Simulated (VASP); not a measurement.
Data:

```xyz
2
Lattice="0.0000 2.8879 2.8879 2.8879 0.0000 2.8879 2.8879 2.8879 0.0000" Properties=species:S:1:pos:R:3 pbc="T T T"
Ga     0.0000     0.0000     0.0000
As     1.4440     1.4440     1.4440
```

Computed with SCAN meta-GGA, VASP's PBE PAW potentials (set 64) (plane waves; VASP 6.6.1). Run with 520 eV cut-off, 8×8×8 Γ-centred mesh, Gaussian smearing of 0.050 eV, potentials Ga_d As.

Question: The job: GaAs (zinc blende), 2 atoms, SCAN, static run, 520 eV, 8×8×8 Γ-centred mesh. Roughly how much core time does it take on a busy server core?

Answer: About 2 core-minutes (one run on a shared machine, a rough figure). It had 29 irreducible k-points, 13 bands, up to 1316 plane waves and 34 electronic steps.

The compound is GaAs in the zinc blende structure. This cell is one point of a volume scan, at 1.06 of the reference volume.
